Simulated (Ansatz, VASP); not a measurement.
## Two plane-wave programs on KZnI3

POSCAR

```
KZnI3
1.0
    5.7556185893      0.0000000000      0.0000000000
    0.0000000000      5.7556185893      0.0000000000
    0.0000000000      0.0000000000      5.7556185893
K Zn I
1 1 3
Direct
    0.0000000000      0.0000000000      0.0000000000
    0.5000000000      0.5000000000      0.5000000000
    0.5000000000      0.5000000000      0.0000000000
    0.5000000000      0.0000000000      0.5000000000
    0.0000000000      0.5000000000      0.5000000000
```

Contents of INCAR.step1:

```
SYSTEM = KZnI3
PREC = Accurate
ENCUT = 520
ISMEAR = -1
SIGMA = 0.02
LREAL = .False.
LASPH = .True.
NELM = 80
NBANDS = 29
GGA = PE
ALGO = Normal
EDIFF = 1E-4
LWAVE = .True.
LCHARG = .False.
```

The input INCAR.step2:

```
SYSTEM = KZnI3
PREC = Accurate
ENCUT = 520
EDIFF = 1E-7
ISMEAR = -1
SIGMA = 0.02
LREAL = .False.
LASPH = .True.
NELM = 80
ALGO = Normal
ISIF = 2
LWAVE = .False.
LCHARG = .False.
METAGGA = R2SCAN
LMIXTAU = .True.
NBANDS = 29
ISTART = 1
```

The input KPOINTS:

```
Automatic mesh
0
Gamma
  4 4 4
  0 0 0
```

Input for Ansatz:

```yaml
crystal:
  lattice:
    - [5.7556185893, 0.0, 0.0]
    - [0.0, 5.7556185893, 0.0]
    - [0.0, 0.0, 5.7556185893]
  atoms:
    - { symbol: K, position: [0.0, 0.0, 0.0] }
    - { symbol: Zn, position: [0.5, 0.5, 0.5] }
    - { symbol: I, position: [0.5, 0.5, 0.0] }
    - { symbol: I, position: [0.5, 0.0, 0.5] }
    - { symbol: I, position: [0.0, 0.5, 0.5] }
kpoints:
  mp_grid: { grid: [4, 4, 4] }
hamiltonian:
  xc: r2scan
scf:
  occupations: { method: fermi_dirac, width: 0.02 }
  n_extra_bands: 5
output:
  forces: true
  stress: true
  eigenvalues: true
```

Alike in both runs: task single point; functional r2SCAN; k mesh 4 × 4 × 4; occupations fermi-dirac, width 0.02 eV; no spin polarisation.

```csv
,VASP,Ansatz
version,VASP 6.6.1,Ansatz 0.2.0
potentials or method,"VASP PAW PBE potentials, release 64 (K_sv, Zn, I)","plane waves, PAW"
plane-wave cutoff (eV),520,500
valence electrons in the cell,42,72
```

```tsv
	VASP	Ansatz	Ansatz less VASP
pressure (GPa)	-0.7	-0.7	+0.01
```

The two sets of potentials don't hold the same shells in valence.

Caveats: the PAW data sets were made with another functional, which shifts forces and pressure a little (VASP). The runs have no spin-orbit coupling, so splittings on I are missing.
